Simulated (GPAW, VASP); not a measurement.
**In3As: energy against volume and a worked fit**

The structure is cubic, space group Pm-3m (No. 221). Conventional cell: a = 4.672 Å, b = 4.672 Å, c = 4.672 Å, α = 90.00°, β = 90.00°, γ = 90.00°. In (site symmetry 4/mmm) is surrounded by 8 In at 3.30 Å and 4 As at 3.30 Å. As (site symmetry m-3m) has 12 In at 3.30 Å as nearest neighbours.

The cell comes from a database or a generator and needn't be the stable form of this composition.

The cell was scaled at fixed shape and fractions and run with GPAW, GPAW PAW data sets (gpaw-data 1.2.1), cutoff 600 eV; PBE, k mesh 6 × 6 × 6 on the cell of 4 atoms, fermi-dirac occupations of 0.05 eV, no spin polarisation, no spin-orbit coupling. Energies are those that the program minimises, any entropy of the smearing included. For a metal such a mesh isn't converged to the digits shown.

```csv
V (Å³/atom),energy over the lowest row (meV/atom)
23.9600,17.144
24.4698,?
24.9796,2.543
25.4894,0.000
25.9992,0.173
26.5090,2.753
27.0188,7.478
```

Question: Fit the third-order Birch-Murnaghan form, give V0, B0 and B′, and predict the energy left open.

Answer: With y = (V0/V)^(2/3), E = E0 + (9 V0 B0/16) [(y - 1)³ B′ + (y - 1)² (6 - 4y)]. Least squares through the rows shown give V0 = 25.7080 Å³/atom, E0 = -0.239 meV, B0 = 40.80 GPa (1 eV/Å³ = 160.218 GPa) and B′ = 4.90, with a largest miss of 0.002 meV. At V = 24.4698 the form with these constants gives 8.129 meV; the run gave 8.140 meV an atom. Other set-ups at this level, from all their volumes (Å³/atom, GPa): VASP, PBE PAW files As, In_d, 520 eV: V0 25.881, B0 40.41.
